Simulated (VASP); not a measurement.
Energy against volume of AuZn (CsCl type). All values below come from revPBE GGA, VASP's PBE PAW potentials (set 64) (plane waves; VASP). Run with 520 eV cut-off, 11×11×11 Γ-centred mesh, first-order Methfessel-Paxton smearing of 0.10 eV, potentials Zn Au.

```
V (Å³/atom)  E (eV/atom)
-----------  -----------
15.554          -1.95794
16.050          -1.97623
16.546          -1.98227
17.043          -1.97839
```

**Question.** Fit these four points and predict the energy of the run at 17.539 Å³/atom.

**Answer.** A cubic in V^(−2/3), the third-order Birch-Murnaghan form, passes through the four points with V0 = 16.58 Å³/atom and B0 = 105 GPa, and gives -1.9665 eV/atom there. The run gave -1.9664 eV/atom, +0.1 meV/atom from the fit; all five points give B0 = 105 GPa.

The compound is AuZn in the CsCl type structure. It was relaxed first, which changed the volume by +6 %.
